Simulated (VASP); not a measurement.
# Energy against moment in LuCo3B2, part 5 of 5

Aim: the energy of LuCo3B2 as a function of its total moment. The start is a cell from a database of measured crystal structures.

VASP 6.6.1, plane waves and PAW; the level of theory is named at each step.

Still holding for the runs below: The magnetic state follows from one typed start and may not be the lowest. A U on the itinerant d states of such a compound is hard to justify; it moves the bands at the Fermi level and favours large moments.

So far. Step 5 (Fixed spin moment, fixed moment 1.03): The run ends at a pressure of -12.06 GPa. Step 6 (Fixed spin moment, fixed moment 1.54): Energy at zero smearing: -40.13260 eV.

## 7. Fixed spin moment, fixed moment 2.06

Level of this step: PBEsol, DFT+U (Co d 2 eV), spin-polarised, total moment fixed; plane waves and PAW (Lu, Co, B) (VASP).

INCAR

```
SYSTEM = LuCo3B2
PREC = Accurate
ENCUT = 390
EDIFF = 1E-06
NELM = 150
ISMEAR = 1
SIGMA = 0.1
LREAL = .FALSE.
ALGO = Normal
GGA = PS
NBANDS = 40
ISPIN = 2
MAGMOM = 0 0.69 0.69 0.69 0 0
LDAU = .TRUE.
LDAUTYPE = 2
LDAUL = -1 2 -1
LDAUU = 0 2 0
LDAUJ = 0 0 0
LDAUPRINT = 1
LASPH = .TRUE.
LMAXMIX = 4
LORBIT = 11
LWAVE = .FALSE.
LCHARG = .FALSE.
KPAR = 2
AMIX = 0.2
BMIX = 1E-04
AMIX_MAG = 0.8
BMIX_MAG = 1E-04
NUPDOWN = 2.06
```

POSCAR

```
LuCo3B2
1.0
    4.9590000000      0.0000000000      0.0000000000
   -2.4795000000      4.2946199774      0.0000000000
    0.0000000000      0.0000000000      3.0350000000
Lu Co B
1 3 2
Direct
    0.0000000000      0.0000000000      0.0000000000
    0.0000000000      0.5000000000      0.5000000000
    0.5000000000      0.5000000000      0.5000000000
    0.5000000000      0.0000000000      0.5000000000
    0.6666666667      0.3333333333      0.0000000000
    0.3333333333      0.6666666667      0.0000000000
```

KPOINTS

```
Automatic mesh
0
Gamma
6 6 8
0 0 0
```

PAW data sets: Lu, Co and B (PBE family, release 64).

Command:

```sh
$ mpirun -np 2 vasp_std
```

The program printed:

```text
[... set-up lines as in an earlier step ...]
 entering main loop
       N       E                     dE             d eps       ncg     rms          rms(c)
DAV:   1     0.327607110493E+03    0.32761E+03   -0.19035E+04  7688   0.336E+03
DAV:   2    -0.276976499106E+01   -0.33038E+03   -0.30847E+03  6136   0.488E+02
DAV:   3    -0.454551368076E+02   -0.42685E+02   -0.40757E+02  6360   0.140E+02
DAV:   4    -0.480776148693E+02   -0.26225E+01   -0.26057E+01  7528   0.357E+01
[...]
DAV:  15    -0.400378592427E+02   -0.57271E-05   -0.42808E-05  8168   0.102E-01    0.167E-02
DAV:  16    -0.400378591931E+02    0.49577E-07   -0.10331E-05  7024   0.395E-02    0.756E-03
DAV:  17    -0.400378587071E+02    0.48600E-06   -0.14229E-06  3784   0.181E-02
   1 F= -.40037859E+02 E0= -.40038294E+02  d E =0.130706E-02  mag=     2.0600
```

The job ended after 69 s (2 MPI ranks of Intel Xeon Platinum 8259CL at 2.50GHz (Skylake/Cascade Lake), shared host; peak memory 0.47 GiB).

From OUTCAR (step 7):

```text
  Total       -3.4584839     -3.4584839     -5.0209200      0.0000000     -0.0000000      0.0000000
  in kB      -85.7272314    -85.7272314   -124.4561436      0.0000000     -0.0000000      0.0000000
  external PRESSURE =     -98.6368688 kB  Pullay stress =       0.0000000 kB

  FREE ENERGIE OF THE ION-ELECTRON SYSTEM (eV)
  ---------------------------------------------------
  free  energy   TOTEN  =       -40.0378587071 eV

  energy  without entropy=      -40.0391657634  energy(sigma->0) =      -40.03829439

 magnetization (x)
# of ion       s       p       d       f       tot
--------------------------------------------------
    1       -0.006  -0.009  -0.068   0.000  -0.082
    2        0.006   0.010   0.731   0.000   0.747
    3        0.006   0.010   0.731   0.000   0.747
    4        0.006   0.010   0.731   0.000   0.747
    5       -0.004  -0.010   0.000   0.000  -0.013
    6       -0.004  -0.010   0.000   0.000  -0.013
--------------------------------------------------
tot          0.005   0.001   2.125   0.000   2.131

[... 3 parts as in an earlier step ...]

[... 1 further part left out ...]
[key lines of the parts left out:]
E-fermi :   7.3790
```

Energy at zero smearing: -40.03829 eV.

The run ends at a pressure of -9.86 GPa.

## 8. Fixed spin moment, fixed moment 2.57

Edit INCAR of step 7 so:

```diff
@@ -12,3 +12,3 @@
 ISPIN = 2
-MAGMOM = 0 0.69 0.69 0.69 0 0
+MAGMOM = 0 0.86 0.86 0.86 0 0
 LDAU = .TRUE.
@@ -29,2 +29,2 @@
 BMIX_MAG = 1E-04
-NUPDOWN = 2.06
+NUPDOWN = 2.57
```

POSCAR is that of step 7.

KPOINTS is that of step 7.

Command:

```sh
$ mpirun -np 2 vasp_std
```

The program printed:

```text
[... set-up lines as in an earlier step ...]
 entering main loop
       N       E                     dE             d eps       ncg     rms          rms(c)
DAV:   1     0.327890088962E+03    0.32789E+03   -0.19033E+04  7688   0.336E+03
DAV:   2    -0.267066562433E+01   -0.33056E+03   -0.30854E+03  6128   0.488E+02
DAV:   3    -0.454234552885E+02   -0.42753E+02   -0.40777E+02  6344   0.140E+02
DAV:   4    -0.480549779784E+02   -0.26315E+01   -0.26138E+01  7552   0.358E+01
[...]
DAV:  15    -0.399082845290E+02   -0.49091E-05   -0.45755E-05  8232   0.136E-01    0.179E-02
DAV:  16    -0.399082883159E+02   -0.37869E-05   -0.12921E-05  6808   0.356E-02    0.900E-03
DAV:  17    -0.399082885284E+02   -0.21253E-06   -0.23329E-06  3608   0.391E-02
   1 F= -.39908289E+02 E0= -.39908221E+02  d E =-.203950E-03  mag=     2.5700
```

Elapsed: 66 s, on 2 MPI ranks; peak memory 0.47 GiB; 2.1 min of CPU time.

From OUTCAR (step 8):

```text
  Total       -2.7035067     -2.7035067     -4.3081280      0.0000000     -0.0000000      0.0000000
  in kB      -67.0132208    -67.0132208   -106.7877982      0.0000000     -0.0000000      0.0000000
  external PRESSURE =     -80.2714133 kB  Pullay stress =       0.0000000 kB

 POSITION                                       TOTAL-FORCE (eV/Angst)
 -----------------------------------------------------------------------------------
      0.00000      0.00000      0.00000         0.000000      0.000000      0.000000
     -1.23975      2.14731      1.51750         0.000000      0.000000      0.000000
      1.23975      2.14731      1.51750         0.000000      0.000000      0.000000
      2.47950      0.00000      1.51750         0.000000      0.000000      0.000000
      2.47950      1.43154      0.00000        -0.000000      0.000000      0.000000
     -0.00000      2.86308      0.00000         0.000000     -0.000000      0.000000
 -----------------------------------------------------------------------------------
    total drift:                                0.000000      0.000000     -0.000000

  FREE ENERGIE OF THE ION-ELECTRON SYSTEM (eV)
  ---------------------------------------------------
  free  energy   TOTEN  =       -39.9082885284 eV

  energy  without entropy=      -39.9080845787  energy(sigma->0) =      -39.90822055

 magnetization (x)
# of ion       s       p       d       f       tot
--------------------------------------------------
    1       -0.010  -0.011  -0.096  -0.001  -0.118
    2        0.007   0.005   0.936   0.000   0.948
    3        0.007   0.005   0.936   0.000   0.948
    4        0.007   0.005   0.936   0.000   0.948
    5       -0.006  -0.017   0.000   0.000  -0.023
    6       -0.006  -0.017   0.000   0.000  -0.023
--------------------------------------------------
tot         -0.001  -0.032   2.712  -0.001   2.678

[... 2 parts as in an earlier step ...]

[... 1 further part left out ...]
[key lines of the parts left out:]
E-fermi :   7.4177
```

Energy at zero smearing: -39.90822 eV.

The run ends at a pressure of -8.03 GPa.

## 9. Fixed spin moment, fixed moment 3.09

Edit INCAR of step 8 so:

```diff
@@ -12,3 +12,3 @@
 ISPIN = 2
-MAGMOM = 0 0.86 0.86 0.86 0 0
+MAGMOM = 0 1.03 1.03 1.03 0 0
 LDAU = .TRUE.
@@ -29,2 +29,2 @@
 BMIX_MAG = 1E-04
-NUPDOWN = 2.57
+NUPDOWN = 3.09
```

POSCAR is that of step 8.

KPOINTS is that of step 8.

Command:

```sh
$ mpirun -np 2 vasp_std
```

The program printed:

```text
[... set-up lines as in an earlier step ...]
 entering main loop
       N       E                     dE             d eps       ncg     rms          rms(c)
DAV:   1     0.328853267513E+03    0.32885E+03   -0.19032E+04  7672   0.336E+03
DAV:   2    -0.260114802519E+01   -0.33145E+03   -0.30926E+03  6136   0.488E+02
DAV:   3    -0.453695179985E+02   -0.42768E+02   -0.40831E+02  6320   0.140E+02
DAV:   4    -0.480064884150E+02   -0.26370E+01   -0.26185E+01  7584   0.357E+01
[...]
DAV:  16    -0.397619250486E+02   -0.12995E-04   -0.25626E-05  7728   0.428E-02    0.886E-03
DAV:  17    -0.397619262834E+02   -0.12347E-05   -0.72967E-06  5768   0.294E-02    0.495E-03
DAV:  18    -0.397619266558E+02   -0.37248E-06   -0.13741E-06  3784   0.139E-02
   1 F= -.39761927E+02 E0= -.39761161E+02  d E =-.229580E-02  mag=     3.0900
```

It took 74 s on 2 MPI ranks; peak memory 0.46 GiB.

Parts of OUTCAR (step 9):

```text
  Total       -2.1371686     -2.1371686     -3.0977392      0.0000000     -0.0000000      0.0000000
  in kB      -52.9751046    -52.9751046    -76.7852661      0.0000000     -0.0000000      0.0000000
  external PRESSURE =     -60.9118251 kB  Pullay stress =       0.0000000 kB

 POSITION                                       TOTAL-FORCE (eV/Angst)
 -----------------------------------------------------------------------------------
      0.00000      0.00000      0.00000        -0.000000      0.000000      0.000000
     -1.23975      2.14731      1.51750        -0.000000      0.000000      0.000000
      1.23975      2.14731      1.51750        -0.000000      0.000000      0.000000
      2.47950      0.00000      1.51750        -0.000000      0.000000      0.000000
      2.47950      1.43154      0.00000         0.000000      0.000000      0.000000
     -0.00000      2.86308      0.00000        -0.000000     -0.000000      0.000000
 -----------------------------------------------------------------------------------
    total drift:                                0.000000      0.000000     -0.000000

  FREE ENERGIE OF THE ION-ELECTRON SYSTEM (eV)
  ---------------------------------------------------
  free  energy   TOTEN  =       -39.7619266558 eV

  energy  without entropy=      -39.7596308538  energy(sigma->0) =      -39.76116139

 magnetization (x)
# of ion       s       p       d       f       tot
--------------------------------------------------
    1       -0.013  -0.011  -0.098  -0.000  -0.123
    2        0.009   0.008   1.102   0.000   1.119
    3        0.009   0.008   1.102   0.000   1.119
    4        0.009   0.008   1.102   0.000   1.119
    5       -0.006  -0.014   0.000   0.000  -0.019
    6       -0.006  -0.014   0.000   0.000  -0.019
--------------------------------------------------
tot          0.004  -0.016   3.207  -0.000   3.195

[... 2 parts as in an earlier step ...]

[... 1 further part left out ...]
[key lines of the parts left out:]
E-fermi :   7.4068
```

Energy at zero smearing: -39.76116 eV.

The run ends at a pressure of -6.09 GPa.

## 10. Fixed spin moment, fixed moment 3.6

Edit INCAR of step 9 so:

```diff
@@ -12,3 +12,3 @@
 ISPIN = 2
-MAGMOM = 0 1.03 1.03 1.03 0 0
+MAGMOM = 0 1.2 1.2 1.2 0 0
 LDAU = .TRUE.
@@ -29,2 +29,2 @@
 BMIX_MAG = 1E-04
-NUPDOWN = 3.09
+NUPDOWN = 3.6
```

POSCAR is that of step 9.

KPOINTS is that of step 9.

Command:

```sh
$ mpirun -np 2 vasp_std
```

The program printed:

```text
[... set-up lines as in an earlier step ...]
 entering main loop
       N       E                     dE             d eps       ncg     rms          rms(c)
DAV:   1     0.329001484286E+03    0.32900E+03   -0.19033E+04  7696   0.336E+03
DAV:   2    -0.257604546548E+01   -0.33158E+03   -0.30914E+03  6128   0.490E+02
DAV:   3    -0.453091222804E+02   -0.42733E+02   -0.40810E+02  6344   0.140E+02
DAV:   4    -0.479325762330E+02   -0.26235E+01   -0.26048E+01  7488   0.356E+01
[...]
DAV:  16    -0.395809069835E+02   -0.14390E-04   -0.31112E-05  9152   0.830E-02    0.111E-02
DAV:  17    -0.395809090852E+02   -0.21017E-05   -0.12259E-05  6976   0.356E-02    0.547E-03
DAV:  18    -0.395809094792E+02   -0.39397E-06   -0.16509E-06  3928   0.101E-02
   1 F= -.39580909E+02 E0= -.39580340E+02  d E =-.170872E-02  mag=     3.6000
```

Elapsed: 75 s, on 2 MPI ranks; peak memory 0.46 GiB; 2.4 min of CPU time.

OUTCAR, selected parts (step 10):

```text
  Total       -1.5403700     -1.5403700     -2.0210877      0.0000000      0.0000000      0.0000000
  in kB      -38.1819488    -38.1819488    -50.0977475      0.0000000      0.0000000      0.0000000
  external PRESSURE =     -42.1538817 kB  Pullay stress =       0.0000000 kB

 POSITION                                       TOTAL-FORCE (eV/Angst)
 -----------------------------------------------------------------------------------
      0.00000      0.00000      0.00000         0.000000      0.000000      0.000000
     -1.23975      2.14731      1.51750         0.000000      0.000000      0.000000
      1.23975      2.14731      1.51750         0.000000      0.000000      0.000000
      2.47950      0.00000      1.51750         0.000000      0.000000      0.000000
      2.47950      1.43154      0.00000        -0.000000      0.000000      0.000000
     -0.00000      2.86308      0.00000         0.000000      0.000000      0.000000
 -----------------------------------------------------------------------------------
    total drift:                                0.000000      0.000000     -0.000000

  FREE ENERGIE OF THE ION-ELECTRON SYSTEM (eV)
  ---------------------------------------------------
  free  energy   TOTEN  =       -39.5809094792 eV

  energy  without entropy=      -39.5792007603  energy(sigma->0) =      -39.58033991

 magnetization (x)
# of ion       s       p       d       f       tot
--------------------------------------------------
    1       -0.014  -0.009  -0.080   0.001  -0.102
    2        0.012   0.015   1.236   0.000   1.263
    3        0.012   0.015   1.236   0.000   1.263
    4        0.012   0.015   1.236   0.000   1.263
    5       -0.005  -0.003   0.000   0.000  -0.008
    6       -0.005  -0.003   0.000   0.000  -0.008
--------------------------------------------------
tot          0.012   0.031   3.627   0.001   3.670

[... 2 parts as in an earlier step ...]

[... 1 further part left out ...]
[key lines of the parts left out:]
E-fermi :   7.2811
```

Spin moment in the PAW sphere by atom:

```csv
atom,spin moment in the PAW sphere (μB)
Lu1,-0.10
Co2,1.26
Co3,1.26
Co4,1.26
B5,-0.01
B6,-0.01
```

Energy at zero smearing: -39.58034 eV.

The run ends at a pressure of -4.22 GPa.

## 11. Summary

This step: fixed spin moments, PBEsol, DFT+U (Co d 2 eV); plane waves and PAW (VASP 6.6.1).

Derived from the runs above.

Numbers from this step:

* free moment: 0.8062 μB
* magnetic energy: -0.9755 meV/magnetic atom

Table of energy above the free run by moment of the cell:

```csv
moment of the cell (μB),energy above the free run (meV/magnetic atom)
0.00,-0.976
0.51,-1.32
1.03,1.82
1.54,15.4
2.06,46.8
2.57,90.2
3.09,139
3.60,199
```

## 12. Summary of results

```
free moment : 0.806 μB
```

**Reading.** The free run ended at 0.81 μB, but with the moment fixed at 0.51 μB the cell lies 4 meV lower, so the free run isn't the ground state and its moment, levels and density of states are none of it. Forcing 3.6 μB costs 199 meV for each atom counted as magnetic, from the free run. With U the runs can end in different orbital states, so steps in the curve are no smooth property of the moment. The state without moment lies level with the free run or below it.

[Lines on the potential files, build, host, timing and source positions are cut from VASP's logs without a mark.]

[Logs are printed without paths, hosts, clocks, repeated set-up lines and the standing remarks that a program may print on its own settings, such as how far it seeks lower states.]

[Hosts, paths, dates, database ids (printed as entryN), source tags and the programs' standing remarks are cut or masked in the printed files.]

[In band tables of VASP the shares of atoms and orbitals are scaled to a sum of 1 inside the atoms' spheres.]

[Runs that stopped without an error message from VASP are left out.]
